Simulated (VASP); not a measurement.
The input files of a VASP run:

**KPOINTS**
```
K-points
0
G
7 7 11
```

### POSCAR
```
MnO2
1
    4.3863673123     0.0000000000     0.0000000000
    0.0000000000     4.3863673123     0.0000000000
    0.0000000000     0.0000000000     2.8459170365
Mn O
2 4
Direct
  0.0000000000   0.0000000000   0.0000000000
  0.5000000000   0.5000000000   0.5000000000
  0.3042553648   0.3042553648   0.0000000000
  0.8042553648   0.1957446352   0.5000000000
  0.1957446352   0.8042553648   0.5000000000
  0.6957446352   0.6957446352   1.0000000000
```

### INCAR
```
SYSTEM = MnO2
PREC = Accurate
ENCUT = 520
EDIFF = 1E-7
NELM = 100
ALGO = Normal
LREAL = .FALSE.
LASPH = .TRUE.
ISMEAR = 1
SIGMA = 0.1
GGA = PE
LMAXMIX = 4
ISPIN = 2
MAGMOM = 2.5 -2.5 -0.0 0.0 0.0 -0.0
LORBIT = 10
LWAVE = .FALSE.
LCHARG = .FALSE.
ISIF = 4
IBRION = 2
NSW = 30
EDIFFG = -0.01
```

POTCAR, in this order: Mn_pv O (PBE.64 set). Program: vasp_std.

Q: Translate this PBE calculation to Quantum ESPRESSO's pw.x.

A: One equivalent input (not run):
```
&CONTROL
  calculation = 'vc-relax'
  pseudo_dir = './pseudo'
  outdir = './out'
  tprnfor = .true.
  tstress = .true.
  nstep = 30
  forc_conv_thr = 0.00039
/
&SYSTEM
  ibrav = 0
  nat = 6
  ntyp = 3
  ecutwfc = 96
  occupations = 'smearing'
  smearing = 'methfessel-paxton'
  degauss = 0.00735
  input_dft = 'pbe'
  nspin = 2
  starting_magnetization(1) = 0.25
  starting_magnetization(2) = -0.25
/
&ELECTRONS
  conv_thr = 7.3e-09
  electron_maxstep = 100
/
&IONS
/
&CELL
  cell_dofree = 'shape'
/
ATOMIC_SPECIES
  Mn1 54.938 Mn.upf
  Mn2 54.938 Mn.upf
  O 15.999 O.upf
CELL_PARAMETERS angstrom
     4.3863673    0.0000000    0.0000000
     0.0000000    4.3863673    0.0000000
     0.0000000    0.0000000    2.8459170
ATOMIC_POSITIONS crystal
  Mn1  0.0000000  0.0000000  0.0000000
  Mn2  0.5000000  0.5000000  0.5000000
  O    0.3042554  0.3042554  0.0000000
  O    0.8042554  0.1957446  0.5000000
  O    0.1957446  0.8042554  0.5000000
  O    0.6957446  0.6957446  1.0000000
K_POINTS automatic
  7 7 11 0 0 0
```
Limits of the translation: the potentials are each code's own (VASP's PAW set, PseudoDojo norm-conserving files in pw.x), so ENCUT and ecutwfc are chosen apart and not converted; conv_thr bounds pw.x's estimated SCF error, while EDIFF bounds the energy change between steps; starting_magnetization is a fraction of the valence charge and MAGMOM a moment in μB, so they match only roughly; forc_conv_thr acts on force components and is met together with etot_conv_thr.

The compound is MnO2 in the rutile structure. This cell is one point of a volume scan, at 0.97 of the reference volume. Symmetry was kept, so distortions that lower it aren't found.
